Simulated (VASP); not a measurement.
Given:

```xyz
3
Lattice="1.8617 -3.2246 0.0000 1.8617 3.2246 0.0000 0.0000 0.0000 5.7057" Properties=species:S:1:pos:R:3 pbc="T T T"
Pt     0.0000     0.0000     0.0000
Se     1.8617     1.0749     1.3076
Se     1.8617    -1.0749     4.3981
```

Method: r2SCAN meta-GGA, VASP's PBE PAW potentials (set 64) (plane waves; VASP). Settings: 400 eV cut-off, 6×6×4 Γ-centred mesh, Gaussian smearing of 0.050 eV, potentials Pt Se.

Unless said otherwise, spin-orbit coupling is left out, though it shifts the bands of the heavy elements here.

Question: What does the run give for the energy per atom (σ→0), band gap (on the k-mesh) with the smallest direct gap where there is one?

Answer: 
```json
{
 "band gap (on the k-mesh)": "0.71 eV",
 "smallest direct gap (on the k-mesh)": "1.31 eV",
 "energy per atom (σ→0)": "-27.165 eV/atom"
}
```

The absolute energy has meaning only against runs of the same code, potentials and settings.

The compound is PtSe2 in the 1T layered structure. It was relaxed first, which changed the volume by +12 %. The start is the result of an earlier pass.
